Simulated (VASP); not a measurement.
Given:

```
Sb
1.0
    4.03627    -2.17706     0.01272
    4.03627     2.17706     0.01272
    2.85074     0.00000     3.59229
Sb
2
Direct
  0.23179   0.23179   0.23179
  0.76821   0.76821   0.76821
```

Computed with r2SCAN meta-GGA, VASP's PBE PAW potentials (set 64) (plane waves; VASP). Settings: 480 eV cut-off, 8×8×8 Γ-centred mesh, Gaussian smearing of 0.050 eV, potentials Sb.

Energy and stress use the plane-wave basis of the starting cell.

Question: The ions, cell shape and volume at an external pressure of 10.0 GPa are relaxed. Give the cell that the relaxation ends in.

Answer: 
```
Sb
1.0
    3.68571    -2.09256    -0.05199
    3.68571     2.09256    -0.05199
    2.54619     0.00000     3.38864
Sb
2
Direct
  0.24172   0.24172   0.24172
  0.75828   0.75828   0.75828
```
Space group R-3m (166), at a tolerance of 0.03 Å.

Question: How do energy and volume change from the first to the last step?

Answer: The energy (σ→0) changes by +128.4 meV/atom and the volume by -16.1 %, in 11 ionic steps.

```json
[
 {"step": "1", "E(σ→0) (eV)": "-51.3976", "max force (eV/Å)": "0.007", "pressure (GPa)": "0.03", "volume (Å³)": "62.97"},
 {"step": "2", "E(σ→0) (eV)": "-50.1617", "max force (eV/Å)": "2.421", "pressure (GPa)": "31.86", "volume (Å³)": "46.75"},
 {"step": "3", "E(σ→0) (eV)": "-51.1997", "max force (eV/Å)": "0.850", "pressure (GPa)": "9.42", "volume (Å³)": "55.36"},
 {"step": "4", "E(σ→0) (eV)": "-51.1833", "max force (eV/Å)": "0.887", "pressure (GPa)": "9.90", "volume (Å³)": "55.09"},
 {"step": "5", "E(σ→0) (eV)": "-51.1742", "max force (eV/Å)": "0.488", "pressure (GPa)": "10.19", "volume (Å³)": "54.01"},
 {"step": "6", "E(σ→0) (eV)": "-51.1249", "max force (eV/Å)": "0.180", "pressure (GPa)": "10.97", "volume (Å³)": "52.68"},
 {"step": "7", "E(σ→0) (eV)": "-51.0969", "max force (eV/Å)": "0.089", "pressure (GPa)": "11.43", "volume (Å³)": "52.19"},
 {"step": "8", "E(σ→0) (eV)": "-51.2133", "max force (eV/Å)": "0.132", "pressure (GPa)": "7.38", "volume (Å³)": "54.18"},
 {"step": "9", "E(σ→0) (eV)": "-51.1443", "max force (eV/Å)": "0.005", "pressure (GPa)": "9.91", "volume (Å³)": "52.89"},
 {"step": "10", "E(σ→0) (eV)": "-51.1426", "max force (eV/Å)": "0.005", "pressure (GPa)": "9.95", "volume (Å³)": "52.86"},
 {"step": "11", "E(σ→0) (eV)": "-51.1407", "max force (eV/Å)": "0.004", "pressure (GPa)": "9.99", "volume (Å³)": "52.82"}
]
```

The compound is Sb in the a7 structure. This run relaxes it under an external pressure of 10 GPa. Symmetry was kept, so distortions that lower it aren't found.
